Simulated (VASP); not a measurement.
```
PtSrP
1.0
    4.07375     0.00000     0.00000
   -2.03688     3.52797     0.00000
    0.00000     0.00000     4.48598
Sr P Pt
1 1 1
Direct
  0.66667   0.33333   0.00000
  0.33333   0.66667   0.50000
  0.00000   0.00000   0.50000
```

Computed with PBEsol GGA, VASP's PBE PAW potentials (set 64) (plane waves; VASP). Numerical set-up: 400 eV cut-off, Gaussian smearing of 0.050 eV, potentials Sr_sv P Pt.

Unless said otherwise, spin-orbit coupling is left out, though it shifts the bands of the heavy elements here.

**Question.** Estimate the band gap (along the path) with the smallest direct gap where there is one.

**Answer.** 
```
Property                                                     Result
-------------------------  ----------------------------------------
band gap (along the path)  none (metal, semimetal or under 0.01 eV)
```

The absolute energy has meaning only against runs of the same code, potentials and settings.

The structure comes from a computed database's SrPPt entry (P-6m2); how it stands against other phases isn't given here. It was relaxed first. The electron count is odd and the run is not spin-polarised, which forces a metal.
